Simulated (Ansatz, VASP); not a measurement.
**H15C19 (amorphous poly(p-phenylene) at 300 K): VASP beside Ansatz**

One calculation is typed for both programs; each brings its own data sets. How far apart do they land? The cell is taken from a series of runs on this material, whose earlier steps may have relaxed, scaled, displaced or heated it; both programs get it as it stands.

Calculated with Ansatz 0.2.0; plane waves, with VASP 6.6.1 beside it; single point at revPBE with D3(BJ).

## Step 1: Starting point

The cell holds 204 atoms: 114 C and 90 H. Cell: a = 13.094 Å, b = 13.094 Å, c = 13.094 Å, α = 90.0°, β = 90.0°, γ = 90.0°. As first built, before any earlier steps moved the atoms (in the runner's words): 3 poly(p-phenylene) chains of 6 units placed at random, at 1.08 g/cm^3; overlaps pushed apart, then 20 ps at 800 K with MMFF94 bonds, angles, torsions, charges and radii (Halgren, J. Comput. Chem. 17, 490 (1996)) in harmonic and 12-6 forms; charges of ions scaled by 0.8. Snapshot after 30 ps at 300 K and fixed volume.

## Step 2: VASP: single point, revPBE with D3(BJ)

A single point gives forces, pressure and levels at one fixed geometry, so differences don't come from the geometry; what else differs is listed under the comparison.

Lines of VASP's logs that name or quote its potential files are left out, and so is its time.

Input file INCAR:

```
SYSTEM = H15C19
PREC = Accurate
ENCUT = 600
EDIFF = 1E-06
NELM = 120
ISMEAR = -1
SIGMA = 0.025
LREAL = Auto
ALGO = Normal
GGA = RE
IVDW = 12
NBANDS = 415
LORBIT = 11
LWAVE = .FALSE.
LCHARG = .FALSE.
ISIF = 2
LASPH = .TRUE.
GGA_COMPAT = .FALSE.
EFERMI = MIDGAP
```

Input file POSCAR:

```
H15C19
1.0
   13.0935300000      0.0000000000      0.0000000000
    0.0000000000     13.0935300000      0.0000000000
    0.0000000000      0.0000000000     13.0935300000
C H
114 90
Direct
    0.0489100000      0.1558500000      0.4851400000
    0.0787500000      0.0496300000      0.4528200000
    0.0993800000      0.9723500000      0.5240700000
    0.1206600000      0.8726400000      0.4927300000
    0.1237500000      0.8465100000      0.3886000000
    0.1048900000      0.9247900000      0.3171300000
    0.0825100000      0.0238600000      0.3487600000
    0.1429500000      0.7408200000      0.3532600000
    0.1965600000      0.7233700000      0.2615900000
    0.2082800000      0.6253600000      0.2222500000
    0.1669900000      0.5397600000      0.2728400000
    0.1178100000      0.5564300000      0.3670600000
    0.1058500000      0.6548400000      0.4063500000
    0.1716200000      0.4376600000      0.2248100000
    0.1893100000      0.3476300000      0.2807300000
    0.1920000000      0.2524900000      0.2328100000
    0.1759100000      0.2426400000      0.1267600000
    0.1592900000      0.3332300000      0.0709000000
    0.1570600000      0.4279900000      0.1186100000
    0.1788100000      0.1426000000      0.0739900000
    0.1308700000      0.1285000000      0.9784500000
    0.1367300000      0.0360700000      0.9260500000
    0.1921100000      0.9528900000      0.9661400000
    0.2392300000      0.9664100000      0.0619100000
    0.2318700000      0.0583600000      0.1149600000
    0.2002500000      0.8552000000      0.9102600000
    0.2057600000      0.8519800000      0.8029100000
    0.2134700000      0.7595100000      0.7508000000
    0.2154000000      0.6654100000      0.8030000000
    0.2116000000      0.6690200000      0.9106100000
[... 168 atom lines left out ...]
    0.5375200000      0.5614700000      0.5991400000
    0.6473600000      0.8636700000      0.6654100000
    0.6096400000      0.9172000000      0.4902300000
    0.6775500000      0.7331900000      0.7875700000
    0.5608600000      0.6660800000      0.8011700000
    0.6691200000      0.6026200000      0.7503400000
```

Input file KPOINTS:

```
Automatic mesh
0
Gamma
1 1 1
0 0 0
```

Potentials, in the order of the species: C and H (PBE family, release 64).

The run is started by

```
> export OMP_NUM_THREADS=4
> mpirun -np 1 vasp_gam
```

Numbers of over 12 decimals in the logs are rounded to 6 here.

What it wrote:

```text
[banner, memory and clock lines left out]
running    1 mpi-ranks, on    1 nodes
[...]
Offloading initialized ...    1 GPUs detected
[...]
|                                                                             |
|               ----> ADVICE to this user running VASP <----                  |
|                                                                             |
|     You enforced a specific xc type in the INCAR file but a different       |
|     [... a line on the potential file left out ...]
|     I HOPE YOU KNOW WHAT YOU ARE DOING!                                     |
|                                                                             |

 LDA part: xc-table for (Slater+PW92), standard interpolation
 POSCAR, INCAR and KPOINTS ok, starting setup
[...]
entering main loop
       N       E                     dE             d eps       ncg     rms          rms(c)
DAV:   1     0.404564109067E+04    0.40456E+04   -0.30046E+05   838   0.135E+03
DAV:   2    -0.940654241313E+03   -0.49863E+04   -0.47058E+04  1053   0.294E+02
DAV:   3    -0.142826204432E+04   -0.48761E+03   -0.48218E+03  1028   0.926E+01
DAV:   4    -0.144215756887E+04   -0.13896E+02   -0.13843E+02  1076   0.177E+01
[...]
DAV:  16    -0.132583699938E+04    0.62536E-04   -0.90624E-05  1012   0.193E-02    0.911E-03
DAV:  17    -0.132583698800E+04    0.11375E-04   -0.18481E-05   956   0.988E-03    0.329E-03
DAV:  18    -0.132583698819E+04   -0.18263E-06   -0.56237E-06  1004   0.432E-03
   1 F= -.13553915E+04 E0= -.13553915E+04  d E =-.277702E-20
```

From OUTCAR (step 2):

```text
  FREE ENERGIE OF THE ION-ELECTRON SYSTEM (eV)
  ---------------------------------------------------
  free  energy   TOTEN  =     -1355.3915234371 eV

  energy  without entropy=    -1355.3915234371  energy(sigma->0) =    -1355.39152344
```

The run ends at a pressure of -0.44 GPa, with forces up to 0.047 eV/Å.

## Step 3: Ansatz: single point, revPBE with D3(BJ)

Ansatz runs on its default PAW (the set named soft_2) files.

The same cell, functional, mesh and smearing now go to Ansatz, which takes its cutoff from its data sets.

Input file input.yaml:

```yaml
crystal:
  lattice:
    - [13.09353, 0.0, 0.0]
    - [0.0, 13.09353, 0.0]
    - [0.0, 0.0, 13.09353]
  atoms:
    - { symbol: C, position: [0.04891, 0.15585, 0.48514] }
    - { symbol: C, position: [0.07875, 0.04963, 0.45282] }
    - { symbol: C, position: [0.09938, 0.97235, 0.52407] }
    - { symbol: C, position: [0.12066, 0.87264, 0.49273] }
    - { symbol: C, position: [0.12375, 0.84651, 0.3886] }
    - { symbol: C, position: [0.10489, 0.92479, 0.31713] }
    - { symbol: C, position: [0.08251, 0.02386, 0.34876] }
    - { symbol: C, position: [0.14295, 0.74082, 0.35326] }
    - { symbol: C, position: [0.19656, 0.72337, 0.26159] }
    - { symbol: C, position: [0.20828, 0.62536, 0.22225] }
    - { symbol: C, position: [0.16699, 0.53976, 0.27284] }
    - { symbol: C, position: [0.11781, 0.55643, 0.36706] }
    - { symbol: C, position: [0.10585, 0.65484, 0.40635] }
    - { symbol: C, position: [0.17162, 0.43766, 0.22481] }
    - { symbol: C, position: [0.18931, 0.34763, 0.28073] }
    - { symbol: C, position: [0.192, 0.25249, 0.23281] }
    - { symbol: C, position: [0.17591, 0.24264, 0.12676] }
    - { symbol: C, position: [0.15929, 0.33323, 0.0709] }
    - { symbol: C, position: [0.15706, 0.42799, 0.11861] }
    - { symbol: C, position: [0.17881, 0.1426, 0.07399] }
    - { symbol: C, position: [0.13087, 0.1285, 0.97845] }
    - { symbol: C, position: [0.13673, 0.03607, 0.92605] }
    - { symbol: C, position: [0.19211, 0.95289, 0.96614] }
    - { symbol: C, position: [0.23923, 0.96641, 0.06191] }
    - { symbol: C, position: [0.23187, 0.05836, 0.11496] }
    - { symbol: C, position: [0.20025, 0.8552, 0.91026] }
    - { symbol: C, position: [0.20576, 0.85198, 0.80291] }
    - { symbol: C, position: [0.21347, 0.75951, 0.7508] }
    - { symbol: C, position: [0.2154, 0.66541, 0.803] }
    - { symbol: C, position: [0.2116, 0.66902, 0.91061] }
[... 168 atom lines left out ...]
    - { symbol: H, position: [0.53752, 0.56147, 0.59914] }
    - { symbol: H, position: [0.64736, 0.86367, 0.66541] }
    - { symbol: H, position: [0.60964, 0.9172, 0.49023] }
    - { symbol: H, position: [0.67755, 0.73319, 0.78757] }
    - { symbol: H, position: [0.56086, 0.66608, 0.80117] }
    - { symbol: H, position: [0.66912, 0.60262, 0.75034] }
kpoints:
  mp_grid: { grid: [1, 1, 1] }
hamiltonian:
  xc: revpbe
  dispersion: d3bj
scf:
  occupations: { method: fermi_dirac, width: 0.025 }
output:
  forces: true
  stress: true
  populations: true
  dos:
    method: { smearing: { sigma: 0.1 } }
    de: 0.1
    projected: { site_lists: { C: [C], H: [H] } }
  eigenvalues: true
  write_density: true
  write_potential: true
  volumetric_format: npy
```

The run is started by

```
> ansatz run input.yaml --threads 4 --pin off --max-ram 8192MiB --backend cpu --events-out ev --progress --plain --runs-dir out
```

What it wrote:

```text
Engine: ansatz 0.2.0, x86_64-unknown-linux-gnu
Pseudopotentials: kind: paw
Pseudopotential: C, paw, valence charge 4, recommended cutoff 420 eV (normal), C.paw.azcp
Pseudopotential: H, paw, valence charge 1, recommended cutoff 420 eV (normal), H.paw.azcp
Functional definition: revPBE
  parameter kappa = 1.245
  parameter beta = 0.066725
  exchange = pbe_x(kappa = kappa, mu = beta*pi^2/3)
  correlation = pbe_c(beta = beta)
Crystal: 204 atoms, lattice volume = 2244.762 Å³
Basis set: ecut = 420 eV, 43819 PW (Γ), exchange–correlation on 180×180×180 points (8 copies of the dense FFT grid, shifted against one another)
Bands: 477, of which v1, the nominal top of the filled ones, is band 273 counted from 1 (272 counted from 0)
Symmetry: 1 space group operations
Space group: P1 (ITA 1), of the structure as read, at distance tolerance 1.3e-4 Å
k-points: 1
Non-local potential: C, projectors of the file, l = 0: 2, l = 1: 2, l = 2: 1
Non-local potential: H, projectors of the file, l = 0: 2, l = 1: 1
PAW form: soft (Blöchl's): semilocal exchange-correlation on the pseudo side does not see the compensation charge
PAW frozen core: C, regenerated for the run's functional, and the local potential with it (the file was generated under x = pbe(κ = 0.804, μ = 0.219515), c = pbe(β = 0.066725))
PAW one-centre angular grid: C, 110 points (default); XC on 64 Gauss nodes
PAW one-centre angular grid: H, 110 points (default); XC on 64 Gauss nodes
Initial density: superposition of atomic densities (neutral atoms: chi_scale 0, normalization atom), corrected by the library's trained network
Initial wavefunctions: pseudopotential atomic-orbital guess
Functional: x = revpbe(κ = 1.245, μ = 0.219515), c = pbe(β = 0.066725)
SCF iter   1: F=—  HF=-30186.770113 eV  |F-HF|=—  |Δ(HF+E_count)|=         —  Δρ=4.32e-3  dr2=5.04e-1  ethr=1.77e-3  ⟨swp⟩=6.0  Hψ=2191  notcnv=0  defer=86
preconditioner: auto → Resta (q_TF=auto, 2.156 Å⁻¹)  ε∞=2.5  [insulator: Δε(μ)=2.461 eV  Ē_g=15.004 eV  σ=0.025 eV  W_gap=1.00  n_scr=388 (ndim 8)  ℏωp=18.3 eV  f_vac=0.222  D(μ)=0.00/eV (n_scr^D=0)  ε∞_Penn≈2.5]
SCF iter   2: F=—  HF=-30186.768477 eV  |F-HF|=—  |Δ(HF+E_count)|=   1.64e-3  Δρ=2.23e-3  dr2=1.14e-1  ethr=9.24e-5  ⟨swp⟩=2.0  Hψ=600  notcnv=0  defer=198
SCF iter   3: F=—  HF=-30186.798840 eV  |F-HF|=—  |Δ(HF+E_count)|=   3.04e-2  Δρ=9.49e-4  dr2=2.76e-2  ethr=2.09e-5  ⟨swp⟩=2.0  Hψ=502  notcnv=0  defer=198
SCF iter   4: F=—  HF=-30186.800126 eV  |F-HF|=—  |Δ(HF+E_count)|=   1.29e-3  Δρ=2.39e-4  dr2=1.76e-3  ethr=5.05e-6  ⟨swp⟩=2.0  Hψ=503  notcnv=0  defer=198
SCF iter   5: F=—  HF=-30186.800757 eV  |F-HF|=—  |Δ(HF+E_count)|=   6.31e-4  Δρ=1.10e-4  dr2=4.76e-4  ethr=3.23e-7  ⟨swp⟩=2.0  Hψ=505  notcnv=0  defer=198
SCF iter   6: F=—  HF=-30186.800699 eV  |F-HF|=—  |Δ(HF+E_count)|=   5.85e-5  Δρ=3.72e-5  dr2=4.53e-5  ethr=8.72e-8  ⟨swp⟩=2.0  Hψ=485  notcnv=0  defer=198
SCF iter   7: F=—  HF=-30186.800536 eV  |F-HF|=—  |Δ(HF+E_count)|=   1.63e-4  Δρ=1.31e-5  dr2=6.81e-6  ethr=8.29e-9  ⟨swp⟩=2.0  Hψ=723  notcnv=0  defer=198
SCF iter   8: F=—  HF=-30186.800535 eV  |F-HF|=—  |Δ(HF+E_count)|=   1.31e-6  Δρ=4.59e-6  dr2=8.41e-7  ethr=1.25e-9  ⟨swp⟩=2.0  Hψ=505  notcnv=0  defer=198
SCF iter   9: F=—  HF=-30186.800535 eV  |F-HF|=—  |Δ(HF+E_count)|=   2.92e-8  Δρ=1.84e-6  dr2=1.22e-7  ethr=1.54e-10  ⟨swp⟩=2.0  Hψ=505  notcnv=0  defer=198
SCF iter  10: F=-30186.800535 eV  HF=-30186.800535 eV  |F-HF|=7.10e-9  |Δ(HF+E_count)|=   1.35e-8  Δρ=6.38e-7  dr2=1.58e-8  ethr=1.83e-11  ⟨swp⟩=20.0  Hψ=4243  notcnv=0
SCF 1 converged in 10 iterations: F = -30186.800535 eV  dr2 = 1.58e-8
  greatest PAW one-centre occupation: 0.681 electrons in one spin orbital (limit 2), on the C atom at site 171 (counted from 0), in its partial waves of l = 0
[...]
--- Löwdin populations: 204 sites ---
  site symbol       q [e]
     0      C      4.4390
     1      C      3.9304
     2      C      4.1296
     3      C      4.1277
     4      C      3.9661
     5      C      4.1313
     6      C      4.1310
     7      C      3.9553
     8      C      4.1275
     9      C      4.1337
    10      C      3.9578
    11      C      4.1138
    12      C      4.1232
    13      C      3.9535
    14      C      4.1240
    15      C      4.1193
    16      C      3.9614
    17      C      4.1174
    18      C      4.1226
    19      C      3.9624
    20      C      4.1291
    21      C      4.1303
    22      C      3.9585
    23      C      4.1211
[...]
196      H      0.8087
   197      H      0.8198
   198      H      0.8194
   199      H      0.8110
   200      H      0.8064
   201      H      0.7946
   202      H      0.8135
   203      H      0.8041
  spilling = 0.012146 (of n_electrons = 546.000000)
```

Reading the cycles: dr2 is the Hartree energy of the density residual (eV), the measure of convergence; HF is the Harris–Foulkes estimate of the energy, which meets the free energy F at convergence.

## Step 4: Side by side

Known differences besides the potentials themselves: the cutoff is 420 eV in Ansatz and 600 eV in VASP (PREC = Accurate, projectors in real space); Ansatz makes its cores anew for this functional, VASP keeps those of its PBE data sets. Total energies have different zeros and are not compared.

Compared:

```tsv
quantity	Ansatz	VASP	difference
pressure (GPa)	-0.38	-0.44	+0.06
gap on the k mesh (eV)	2.412	2.411	+0.002
```

At this near-relaxed geometry the largest component of a force difference is 33 meV/Å. A gap on the mesh is an upper bound, since the band edges may lie between its points.

## Step 5: Outcome

```yaml
r_m_s_force_difference_single_point_revpbe_with_d3_bj: 14 meV/Å
```

**Reading.** The r.m.s. force difference is 14 meV/Å (single point, revPBE with D3(BJ)), beyond the 12 meV/Å picked in this series as the mark of a large difference. What causes the difference of the single point, revPBE with D3(BJ) pair stays open here. How closely two codes agree says nothing of how well the functional describes the real material.

[Lines on the potential files, build, host, timing and source positions are cut from VASP's logs without a mark.]

[Logs are printed without paths, hosts, clocks, repeated set-up lines and the standing remarks that a program may print on its own settings, such as how far it seeks lower states.]

[Hosts, paths, dates, database ids (printed as entryN), source tags and the programs' standing remarks are cut or masked in the printed files.]

[The MMFF94 radii named for the starting cell were scaled by 0.96; in molecules described by MMFF94, hydrogen bound to N, O or S took a small fixed 12-6 site in their place.]
